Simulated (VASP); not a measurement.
PbO2 (rutile): the cohesive energy from VASP (plane waves, PAW) at several levels of theory. Atoms are spin-polarised in a large box without symmetry, with the spin fixed by Hund's rule, and may not be in the lowest state of each functional; no zero-point energy is added. Spin-orbit coupling is left out, which shifts such energies by up to tenths of an eV for the heavy elements here.

```json
[
 {"level": "LDA", "cohesive energy (eV/atom)": "4.99", "error against measurement": "+48.2 %"},
 {"level": "PBE", "cohesive energy (eV/atom)": "3.84", "error against measurement": "+13.8 %"},
 {"level": "PBEsol", "cohesive energy (eV/atom)": "4.23", "error against measurement": "+25.5 %"}
]
```

Measured: 3.37 eV/atom at 0 K (as given by CRC Handbook of Chemistry and Physics, Standard Thermodynamic Properties of Chemical Substances; atomisation enthalpy at 298 K (3.355) less the gas atoms' H298-H0 (0.068), plus the solid's thermal (0.040) and zero-point (0.047) energy from a Debye model with theta = 481 K fitted to S(298) = 68.6 J/(mol K); atoms in their measured spin-orbit ground levels; the uncertainty is an estimate of this correction alone).

The cell of the LDA run:

```cif
data_O4Pb2
_chemical_formula_sum 'Pb2 O4'
_space_group_name_H-M_alt 'P42/mnm'
_space_group_IT_number 136
_space_group_name_Hall '-P 4n 2n'
_cell_length_a 4.94130
_cell_length_b 4.94130
_cell_length_c 3.39731
_cell_angle_alpha 90.000
_cell_angle_beta 90.000
_cell_angle_gamma 90.000
loop_
_atom_site_label
_atom_site_type_symbol
_atom_site_symmetry_multiplicity
_atom_site_Wyckoff_symbol
_atom_site_fract_x
_atom_site_fract_y
_atom_site_fract_z
_atom_site_occupancy
Pb1 Pb 2 a 0.00000 0.00000 0.00000 1
O1 O 4 f 0.30730 0.30730 0.00000 1
```

Only levels that ran to the end are used. Left out are those held back, those with too coarse a band path, GW runs whose mesh misses a band edge, hybrids' fits of cells that aren't cubic and levels without matching references; a question may draw on a part of the rest.
